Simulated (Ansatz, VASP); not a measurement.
# Cross-check of W (W(100)) between VASP and Ansatz

Aim: how closely do two programs agree when they are given the same cell, functional and k mesh? The cell is taken from a series of runs on this material, whose earlier steps may have relaxed, scaled, displaced or heated it; both programs get it as it stands.

Calculated with Ansatz 0.2.0; plane waves, with VASP 6.6.1 beside it; single point at PBEsol, single point at RPBE and single point at LDA.

## Step 1: The starting structure

The cell holds 7 atoms: 7 W. Cell: a = 3.160 Å, b = 3.160 Å, c = 27.480 Å, α = 90.0°, β = 90.0°, γ = 90.0°. Vacuum lies along c.

## Step 2: Ansatz: single point, PBEsol

Ansatz runs on its default PAW (the set named soft_2) files.

A single point gives forces, pressure and levels at one fixed geometry, so differences don't come from the geometry; what else differs is listed under the comparison.

input.yaml reads:

```yaml
crystal:
  lattice:
    - [3.16, 0.0, 0.0]
    - [0.0, 3.16, 0.0]
    - [0.0, 0.0, 27.48]
  atoms:
    - { symbol: W, position: [0.0, 0.0, 0.327510917] }
    - { symbol: W, position: [0.5, 0.5, 0.385007278] }
    - { symbol: W, position: [0.0, 0.0, 0.442503639] }
    - { symbol: W, position: [0.5, 0.5, 0.5] }
    - { symbol: W, position: [0.0, 0.0, 0.557496361] }
    - { symbol: W, position: [0.5, 0.5, 0.614992722] }
    - { symbol: W, position: [0.0, 0.0, 0.672489083] }
kpoints:
  mp_grid: { grid: [13, 13, 1] }
hamiltonian:
  xc: pbesol
scf:
  occupations: { method: fermi_dirac, width: 0.1 }
  convergence: { dr2_threshold: 1.0e-09 }
efield:
  axis: 3
  dipole_correction: true
  ramp_position: 0.97
  ramp_width: 0.06
output:
  write_potential: true
  write_density: true
  volumetric_format: npy
```

Run with:

```bash
ansatz run input.yaml --threads 2 --pin off --max-ram 3072MiB --backend cpu --events-out ev --progress --plain --runs-dir out
```

Numbers of over 12 decimals in the logs are rounded to 6 here.

What it wrote:

```text
Engine: ansatz 0.2.0, aarch64-unknown-linux-gnu
Pseudopotentials: kind: paw
Pseudopotential: W, paw, valence charge 14, recommended cutoff 420 eV (normal), W.paw.azcp
Functional definition: PBEsol
  exchange = pbesol_x
  correlation = pbesol_c
Crystal: 7 atoms, lattice volume = 274.404 Å³
Basis set: ecut = 420 eV, 5379 PW (Γ)
Bands: 59, of which v1, the nominal top of the filled ones, is band 49 counted from 1 (48 counted from 0)
Symmetry: 8 space group operations
k-points: 28 of 169
Non-local potential: W, projectors of the file, l = 0: 3, l = 1: 2, l = 2: 2, l = 3: 1
PAW form: soft (Blöchl's): semilocal exchange-correlation on the pseudo side does not see the compensation charge
PAW frozen core: W, regenerated for the run's functional, and the local potential with it (the file was generated under x = pbe(κ = 0.804, μ = 0.219515), c = pbe(β = 0.066725))
PAW one-centre angular grid: W, 590 points (default); XC on 64 Gauss nodes
Initial density: superposition of atomic densities (neutral atoms: chi_scale 0, normalization atom), corrected by the library's trained network
Initial wavefunctions: pseudopotential atomic-orbital guess
Functional: x = pbesol(κ = 0.804, μ = 0.123457), c = pbesol(β = 0.046)
SCF iter   1: F=—  HF=-71790.292206 eV  |F-HF|=—  |Δ(HF+E_count)|=         —  Δρ=5.61e-3  dr2=2.80e-1  ethr=1.77e-3  p=0.000 e·Å  D=2.35e-14 V/Å  ΔV_dip=-0.00 eV  dr2_dipole=2.41e-7  V_vac-E_F(+/−)=4.45/4.45 eV  ⟨swp⟩=8.6  Hψ=7748  notcnv=0
efield: sawtooth ramp at fractional position 0.9700 (set: `efield.ramp_position`, or a place that a band, a saddle search or an elastic batch's reference lends), width 0.0600; the density the first Hamiltonian is built on has a dipole p = 0.000 e·Å; the dipole correction subtracts the counter field D = 2.35e-14 V/Å, which shifts the + side's vacuum level by -0.00 eV against the − side's; the planar-averaged density in the ramp window peaks in size at 1.1e-5 e/Å³
preconditioner: auto → LDOS  [metal: Δε(μ)=0.038 eV  Ē_g=4.516 eV  σ=0.100 eV  W_gap=0.09  n_scr=64 (ndim 8)  ℏωp=14.5 eV  f_vac=0.520  D(μ)=6.54/eV (n_scr^D=38)  β→1.0]
SCF iter   2: F=—  HF=-71790.281359 eV  |F-HF|=—  |Δ(HF+E_count)|=   1.08e-2  Δρ=4.57e-3  dr2=1.28e-1  ethr=2.86e-4  p=-0.000 e·Å  D=-4.72e-6 V/Å  ΔV_dip=0.00 eV  dr2_dipole=1.26e-7  V_vac-E_F(+/−)=4.33/4.33 eV  ⟨swp⟩=2.3  Hψ=2778  notcnv=0
SCF iter   3: F=—  HF=-71790.267586 eV  |F-HF|=—  |Δ(HF+E_count)|=   1.38e-2  Δρ=1.59e-3  dr2=1.85e-2  ethr=1.31e-4  p=-0.000 e·Å  D=-9.59e-7 V/Å  ΔV_dip=0.00 eV  dr2_dipole=4.40e-8  V_vac-E_F(+/−)=4.34/4.34 eV  ⟨swp⟩=2.2  Hψ=2561  notcnv=0
SCF iter   4: F=—  HF=-71790.266089 eV  |F-HF|=—  |Δ(HF+E_count)|=   1.50e-3  Δρ=3.64e-4  dr2=6.78e-4  ethr=1.89e-5  p=-0.000 e·Å  D=-1.22e-6 V/Å  ΔV_dip=0.00 eV  dr2_dipole=1.70e-9  V_vac-E_F(+/−)=4.32/4.32 eV  ⟨swp⟩=2.2  Hψ=2265  notcnv=0
SCF iter   5: F=—  HF=-71790.266068 eV  |F-HF|=—  |Δ(HF+E_count)|=   2.11e-5  Δρ=1.54e-4  dr2=6.28e-5  ethr=6.92e-7  p=-0.000 e·Å  D=-1.01e-6 V/Å  ΔV_dip=0.00 eV  dr2_dipole=2.66e-12  V_vac-E_F(+/−)=4.31/4.31 eV  ⟨swp⟩=2.6  Hψ=2469  notcnv=0
SCF iter   6: F=—  HF=-71790.266107 eV  |F-HF|=—  |Δ(HF+E_count)|=   3.89e-5  Δρ=5.44e-5  dr2=2.06e-5  ethr=6.41e-8  p=-0.000 e·Å  D=-3.55e-7 V/Å  ΔV_dip=0.00 eV  dr2_dipole=2.80e-12  V_vac-E_F(+/−)=4.31/4.31 eV  ⟨swp⟩=3.4  Hψ=3284  notcnv=0
SCF iter   7: F=—  HF=-71790.266106 eV  |F-HF|=—  |Δ(HF+E_count)|=   4.11e-7  Δρ=1.29e-5  dr2=3.34e-7  ethr=2.10e-8  p=-0.000 e·Å  D=-2.10e-7 V/Å  ΔV_dip=0.00 eV  dr2_dipole=1.96e-11  V_vac-E_F(+/−)=4.30/4.30 eV  ⟨swp⟩=2.1  Hψ=2313  notcnv=0
SCF iter   8: F=—  HF=-71790.266449 eV  |F-HF|=—  |Δ(HF+E_count)|=   3.43e-4  Δρ=4.58e-6  dr2=8.16e-8  ethr=3.40e-10  p=-0.000 e·Å  D=-8.27e-8 V/Å  ΔV_dip=0.00 eV  dr2_dipole=2.60e-12  V_vac-E_F(+/−)=4.30/4.30 eV  ⟨swp⟩=3.8  Hψ=3831  notcnv=0
SCF iter   9: F=—  HF=-71790.266449 eV  |F-HF|=—  |Δ(HF+E_count)|=   4.68e-8  Δρ=1.42e-6  dr2=5.54e-9  ethr=8.32e-11  p=-0.000 e·Å  D=-3.76e-8 V/Å  ΔV_dip=0.00 eV  dr2_dipole=4.63e-15  V_vac-E_F(+/−)=4.30/4.30 eV  ⟨swp⟩=3.0  Hψ=3350  notcnv=0
SCF iter  10: F=-71790.266449 eV  HF=-71790.266449 eV  |F-HF|=1.75e-10  |Δ(HF+E_count)|=   3.42e-9  Δρ=4.42e-7  dr2=9.36e-10  ethr=1.02e-12  p=-0.000 e·Å  D=-1.85e-8 V/Å  ΔV_dip=0.00 eV  dr2_dipole=3.00e-15  V_vac-E_F(+/−)=4.30/4.30 eV  ⟨swp⟩=6.2  Hψ=4636  notcnv=0
SCF 1 converged in 10 iterations: F = -71790.266449 eV  dr2 = 9.36e-10
  greatest PAW one-centre occupation: 1.000 electrons in one spin orbital (limit 2), on the W atom at site 5 (counted from 0), in its partial waves of l = 0
WARN: The output density's exchange-correlation potential varies sharply where the density is thin. Do not read a vacuum level from v_tot or v_xc, or from such a field of the output density. On a cell that repeats whose density bears no net charge and no dipole along the vacuum's axis use v_es (v_loc + v_h of the components); under efield.dipole_correction with no amplitude use v_es + v_field, which holds any externa [...]
SCF converged after 10 iterations
Free energy (F): -71790.266449 eV
Harris-Foulkes:  -71790.266449 eV  (|F-HF|=1.75e-10)
Internal energy: -71790.050108 eV  (E = F + TS)
E sigma→0 (E₀):  -71790.158278 eV
Entropy (-TS):   -0.216341 eV (-30.906 meV/atom)
Fermi energy:    6.556631 eV
Dipole field:    D = 0.000000 V/Å  (p = 0.000000 e·Å, saw-weighted, corrected)
Work function:   Φ+ = 4.3048 eV   Φ− = 4.3048 eV
Levels:          The Fermi level and band energies are counted from a zero that moves with the ramp; work functions are not
--- Per-component energies (eV) ---
  E_band       = -2116.847911
  E_kinetic    = 3136.966647
  E_local      = -147098.278551  (includes V_loc(G=0)·N_el)
  E_nonlocal   = 26.829846
  E_hartree    = 72183.018462
  E_xc         = -1847.231215
  E_vxc        = -1658.391864  (∫ρ·V_xc dr)
  E_paw        = -59052.664937  (= ΣΔE_a)
  E_vpaw       = -890.012144  (= ΣTr[D̂ρ^β])
  E_aug_tail   = -0.000428  (compensation charges beyond the density's cutoff)
  E_efield     = 0.000000  (sawtooth field / dipole correction)
  E_vefield    = 0.000000  (∫n·V_field dr)
  E_ewald      = 60859.757521
  E_core_change = 1.552545  (= ΣΔE_core)
  E_smearing   = -0.216341  (= −TS)
  E_closure    = -0.000000  (closes the sum)
  Σ components = -71790.266449   (vs F -71790.266449, Δ=0.00e0)
--- Band table (eV; the first three rows and the last of 28) ---
  k-point 0: bands = [... 45 lower, 5.9281, 5.9281, 6.2464, 6.2521, 6.3038, 6.5800, 6.5800, 7.1951, ... 6 higher]
  k-point 1: bands = [... 45 lower, 5.9772, 5.9941, 6.1778, 6.3302, 6.3505, 6.5333, 6.9062, 7.2805, ... 6 higher]
  k-point 2: bands = [... 45 lower, 5.8130, 5.8764, 6.3164, 6.4064, 6.6433, 6.6493, 7.3568, 7.3613, ... 6 higher]
  k-point 27: bands = [... 45 lower, 6.1671, 6.2068, 8.3709, 8.3733, 8.4102, 8.4563, 8.4728, 8.6003, ... 6 higher]
```

The column dr2 measures how far the density is from self-consistency, as an energy; F and HF (Harris–Foulkes) agree once it is small.

## Step 3: VASP: single point, PBEsol

The same cell, functional, mesh and smearing now go to VASP, with its own data sets.

Lines of VASP's logs that name or quote its potential files are left out, and so is its time.

INCAR reads:

```
SYSTEM = W
PREC = Accurate
ENCUT = 520
EDIFF = 1E-06
NELM = 120
ISMEAR = -1
SIGMA = 0.1
LREAL = .FALSE.
ALGO = Normal
GGA = PS
NBANDS = 28
LASPH = .TRUE.
LORBIT = 11
LWAVE = .FALSE.
LCHARG = .FALSE.
ISIF = 2
LDIPOL = .TRUE.
IDIPOL = 3
DIPOL = 0.5 0.5 0.5
LVHAR = .TRUE.
GGA_COMPAT = .FALSE.
NELMDL = -8
KPAR = 2
```

POSCAR reads:

```
W
1.0
    3.1600000000      0.0000000000      0.0000000000
    0.0000000000      3.1600000000      0.0000000000
    0.0000000000      0.0000000000     27.4800000000
W
7
Direct
    0.0000000000      0.0000000000      0.3275109170
    0.5000000000      0.5000000000      0.3850072780
    0.0000000000      0.0000000000      0.4425036390
    0.5000000000      0.5000000000      0.5000000000
    0.0000000000      0.0000000000      0.5574963610
    0.5000000000      0.5000000000      0.6149927220
    0.0000000000      0.0000000000      0.6724890830
```

KPOINTS reads:

```
Automatic mesh
0
Gamma
13 13 1
0 0 0
```

PAW data sets: W (PBE family, release 64).

Run with:

```bash
mpirun -np 2 vasp_std
```

What it wrote:

```text
[banner, memory and clock lines left out]
running    2 mpi-ranks, on    1 nodes
 distrk:  each k-point on    1 cores,    2 groups
 distr:  one band on    1 cores,    1 groups

 POSCAR found type information on POSCAR W
 POSCAR found :  1 types and       7 ions
|                                                                             |
|               ----> ADVICE to this user running VASP <----                  |
|                                                                             |
|     You enforced a specific xc type in the INCAR file but a different       |
|     [... a line on the potential file left out ...]
|     I HOPE YOU KNOW WHAT YOU ARE DOING!                                     |
|                                                                             |

 LDA part: xc-table for (Slater+PW92), standard interpolation
 POSCAR, INCAR and KPOINTS ok, starting setup
 FFT: planning ... GRIDC
 FFT: planning ... GRID_SOFT
 FFT: planning ... GRID
 WAVECAR not read
 entering main loop
       N       E                     dE             d eps       ncg     rms          rms(c)
DAV:   1     0.209026953363E+03    0.20903E+03   -0.16073E+04  1568   0.120E+03
DAV:   2    -0.691396891902E+02   -0.27817E+03   -0.26482E+03  2152   0.268E+02
DAV:   3    -0.962886086710E+02   -0.27149E+02   -0.25983E+02  1960   0.783E+01
DAV:   4    -0.984890776014E+02   -0.22005E+01   -0.21185E+01  2576   0.185E+01
DAV:   5    -0.985803646278E+02   -0.91287E-01   -0.89408E-01  2480   0.362E+00
DAV:   6    -0.985848535894E+02   -0.44890E-02   -0.44163E-02  2704   0.623E-01
DAV:   7    -0.985851861923E+02   -0.33260E-03   -0.32767E-03  2520   0.125E-01
DAV:   8    -0.985852196021E+02   -0.33410E-04   -0.32901E-04  2616   0.279E-02    0.513E+01
DAV:   9    -0.103442835845E+03   -0.48576E+01   -0.10225E+02  2604   0.333E+01    0.287E+01
DAV:  10    -0.147592476049E+03   -0.44150E+02   -0.80393E+02  2976   0.109E+02    0.258E+01
DAV:  11    -0.970713113011E+02    0.50521E+02   -0.28168E+02  2640   0.698E+01    0.177E+01
DAV:  12    -0.928211047816E+02    0.42502E+01   -0.42439E+01  2616   0.300E+01    0.961E+00
DAV:  13    -0.918899134536E+02    0.93119E+00   -0.74023E+00  2636   0.104E+01    0.588E+00
DAV:  14    -0.917596522196E+02    0.13026E+00   -0.53977E-01  2476   0.315E+00    0.463E+00
[...]
DAV:  27    -0.913844424220E+02   -0.25178E-04   -0.28232E-05  2628   0.221E-02    0.745E-03
DAV:  28    -0.913844519510E+02   -0.95290E-05   -0.48499E-06  1736   0.114E-02    0.618E-03
DAV:  29    -0.913844538702E+02   -0.19191E-05   -0.23817E-06  1412   0.583E-03    0.315E-03
DAV:  30    -0.913844549293E+02   -0.10591E-05   -0.34314E-07  1096   0.420E-03    0.252E-03
DAV:  31    -0.913844564861E+02   -0.15568E-05   -0.57849E-07  1184   0.310E-03    0.131E-03
DAV:  32    -0.913844584298E+02   -0.19436E-05   -0.25320E-07  1116   0.352E-03    0.194E-03
DAV:  33    -0.913844596345E+02   -0.12048E-05   -0.16781E-07  1072   0.182E-03    0.129E-03
DAV:  34    -0.913844603700E+02   -0.73549E-06   -0.68403E-08  1060   0.175E-03
   1 F= -.91384460E+02 E0= -.91276446E+02  d E =-.216028E+00
```

From OUTCAR (step 3):

```text
ion  position               nearest neighbor table
   1  0.000  0.000  0.328-   2 2.74   2 2.74   2 2.74   2 2.74   3 3.16
   2  0.500  0.500  0.385-   3 2.74   3 2.74   3 2.74   3 2.74   1 2.74   1 2.74   1 2.74   1 2.74
                             4 3.16
   3  0.000  0.000  0.443-   2 2.74   4 2.74   2 2.74   4 2.74   2 2.74   4 2.74   2 2.74   4 2.74
                             5 3.16   1 3.16
   4  0.500  0.500  0.500-   3 2.74   5 2.74   3 2.74   5 2.74   3 2.74   5 2.74   3 2.74   5 2.74
                             2 3.16   6 3.16
   5  0.000  0.000  0.557-   4 2.74   6 2.74   4 2.74   6 2.74   4 2.74   6 2.74   4 2.74   6 2.74
                             3 3.16   7 3.16
   6  0.500  0.500  0.615-   5 2.74   5 2.74   5 2.74   5 2.74   7 2.74   7 2.74   7 2.74   7 2.74
                             4 3.16
   7  0.000  0.000  0.672-   6 2.74   6 2.74   6 2.74   6 2.74   5 3.16

  LATTYP: Found a simple tetragonal cell.
 ALAT       =     3.1600000000
 C/A-ratio  =     8.6962025316

 Subroutine GETGRP returns: Found 16 space group operations
 (whereof 16 operations were pure point group operations)

The static configuration has the point symmetry D_4h.

 Found     28 irreducible k-points:

   k-points           NKPTS =     28   k-points in BZ     NKDIM =     28   number of bands    NBANDS=     28

   dimension x,y,z NGX =    24 NGY =   24 NGZ =  210
   dimension x,y,z NGXF=    48 NGYF=   48 NGZF=  420

   ENCUT  =  520.0 eV  38.22 Ry    6.18 a.u.   5.88  5.88 51.09*2*pi/ulx,y,z

   NELECT =      42.0000    total number of electrons

 k-points in reciprocal lattice and weights: Automatic mesh
   0.00000000  0.00000000  0.00000000       0.006
   0.07692308  0.00000000  0.00000000       0.024
   0.15384615  0.00000000  0.00000000       0.024
   0.23076923  0.00000000  0.00000000       0.024
   0.30769231  0.00000000  0.00000000       0.024
   0.38461538  0.00000000  0.00000000       0.024
   0.46153846  0.00000000  0.00000000       0.024
   0.07692308  0.07692308  0.00000000       0.024
   0.15384615  0.07692308  0.00000000       0.047
[...]
0.46153846  0.38461538  0.00000000       0.047
   0.46153846  0.46153846  0.00000000       0.024

 dipolmoment           0.000000      0.000000     -0.000000 electrons x Angstroem

 average (electrostatic) potential at core
       1 -44.7461       2 -44.6500       3 -44.7983       4 -44.6397       5 -44.7983
       6 -44.6500       7 -44.7461

 E-fermi :   0.5544

 k-point     1 :       0.0000    0.0000    0.0000
  band No.  band energies     occupation
    ...
     20       0.2410      1.91655
     21       0.2418      1.91590
     22       0.2928      1.86372
     23       0.5746      0.89933
     24       0.5746      0.89933
     25       1.2015      0.00309
     26       1.2206      0.00255
     27       1.6859      0.00002
     28       1.6859      0.00002

 k-point     2 :       0.0769    0.0000    0.0000
  band No.  band energies     occupation
    ...
     19      -0.0122      1.99310
     20       0.1778      1.95477
     21       0.3230      1.82001
     22       0.3451      1.78044
     23       0.5292      1.12539
     24       0.9008      0.06068
     25       1.2830      0.00137
     26       1.3174      0.00097
     27       1.5628      0.00008
     28       1.7281      0.00002

 k-point     3 :       0.1538    0.0000    0.0000
  band No.  band energies     occupation
    ...
     19      -0.1304      1.99788
     20       0.3123      1.83679
     21       0.4014      1.64387
     22       0.6413      0.59086
     23       0.6487      0.56058
     24       1.3551      0.00067
     25       1.3565      0.00066
     26       1.4549      0.00025
     27       1.6100      0.00005
     28       1.9167      0.00000

  Total      -12.4048448    -12.4048448     -9.4542541      0.0000000      0.0000000      0.0000000
  in kB      -72.4287556    -72.4287556    -55.2010020      0.0000000      0.0000000      0.0000000
  external PRESSURE =     -66.6861711 kB  Pullay stress =       0.0000000 kB

  energy-cutoff  :      520.00
  volume of cell :      274.40
      direct lattice vectors                 reciprocal lattice vectors
     3.160000000  0.000000000  0.000000000     0.316455696  0.000000000  0.000000000
     0.000000000  3.160000000  0.000000000     0.000000000  0.316455696  0.000000000
     0.000000000  0.000000000 27.480000000     0.000000000  0.000000000  0.036390102

 POSITION                                       TOTAL-FORCE (eV/Angst)
 -----------------------------------------------------------------------------------
      0.00000      0.00000      9.00000         0.000000      0.000000      2.097944
      1.58000      1.58000     10.58000         0.000000     -0.000000     -1.661427
      0.00000      0.00000     12.16000         0.000000     -0.000000      0.003502
      1.58000      1.58000     13.74000         0.000000     -0.000000      0.000000
      0.00000      0.00000     15.32000        -0.000000     -0.000000     -0.003502
      1.58000      1.58000     16.90000         0.000000      0.000000      1.661427
      0.00000      0.00000     18.48000        -0.000000      0.000000     -2.097944
 -----------------------------------------------------------------------------------
    total drift:                               -0.000000      0.000000     -0.000000

  FREE ENERGIE OF THE ION-ELECTRON SYSTEM (eV)
  ---------------------------------------------------
  free  energy   TOTEN  =       -91.3844603700 eV

  energy  without entropy=      -91.1684321638  energy(sigma->0) =      -91.27644627

 vacuum level on the upper side and lower side of the slab         4.877         4.877

 total charge
# of ion       s       p       d       tot
------------------------------------------
    1        0.627   0.382   4.007   5.016
    2        0.677   0.684   4.177   5.538
    3        0.673   0.714   4.177   5.564
    4        0.668   0.716   4.208   5.593
    5        0.673   0.714   4.177   5.564
    6        0.677   0.684   4.177   5.538
    7        0.627   0.382   4.007   5.016
--------------------------------------------------
tot          4.622   4.277  28.929  37.828

[... 3 further parts left out ...]
```

## Step 4: Side by side

Known differences besides the potentials themselves: the data sets hold 98 valence electrons in Ansatz (on its default PAW (the set named soft_2) files) and 42 in VASP; the cutoff is 420 eV in Ansatz and 520 eV in VASP; Ansatz makes its cores anew for this functional, VASP keeps those of its PBE data sets. Total energies have different zeros and are not compared.

Both answers:

| quantity | Ansatz | VASP | difference |
| --- | --- | --- | --- |
| work function, lower of the two faces (eV) | 4.30 | 4.32 | -0.02 |
| work function, higher of the two faces (eV) | 4.30 | 4.32 | -0.02 |

With vacuum in the cell, a pressure given here is an average over mostly empty space and none of the material.

## Step 5: Ansatz: single point, RPBE

With cell and atoms fixed, the geometry can't cause a difference; cores, projectors, grids and the points listed under the comparison can.

The cell is taken from a series of runs on this material, whose earlier steps may have relaxed, scaled, displaced or heated it; both programs get it as it stands.

Edit input.yaml of step 2 so:

```diff
@@ -16,3 +16,3 @@
 hamiltonian:
-  xc: pbesol
+  xc: rpbe
 scf:
```

Run with:

```bash
ansatz run input.yaml --threads 2 --pin off --max-ram 3072MiB --backend cpu --events-out ev --progress --plain --runs-dir out
```

What it wrote:

```text
[...]
Crystal: 7 atoms, lattice volume = 274.404 Å³
Basis set: ecut = 420 eV, 5379 PW (Γ)
Bands: 59, of which v1, the nominal top of the filled ones, is band 49 counted from 1 (48 counted from 0)
Symmetry: 8 space group operations
k-points: 28 of 169
[...]
k-point 0: bands = [... 45 lower, 6.1790, 6.1790, 6.5088, 6.5240, 6.5745, 6.8281, 6.8281, 7.4803, ... 6 higher]
  k-point 1: bands = [... 45 lower, 6.2408, 6.2503, 6.4514, 6.5956, 6.6012, 6.7928, 7.1611, 7.5607, ... 6 higher]
  k-point 2: bands = [... 45 lower, 6.0761, 6.1373, 6.5713, 6.6608, 6.9041, 6.9230, 7.6138, 7.6162, ... 6 higher]
  k-point 27: bands = [... 45 lower, 6.3890, 6.4288, 8.6157, 8.6160, 8.6833, 8.7158, 8.7361, 8.8521, ... 6 higher]
[key lines of the parts left out:]
SCF converged after 11 iterations
Free energy (F): -72777.937402 eV
Fermi energy:    6.813455 eV
Dipole field:    D = -0.000001 V/Å  (p = -0.000001 e·Å, saw-weighted, corrected)
Work function:   Φ+ = 4.0519 eV   Φ− = 4.0519 eV
```

(Continued in part 2 of 2.)

[Lines on the potential files, build, host, timing and source positions are cut from VASP's logs without a mark.]

[Logs are printed without paths, hosts, clocks, repeated set-up lines and the standing remarks that a program may print on its own settings, such as how far it seeks lower states.]

[Hosts, paths, dates, database ids (printed as entryN), source tags and the programs' standing remarks are cut or masked in the printed files.]
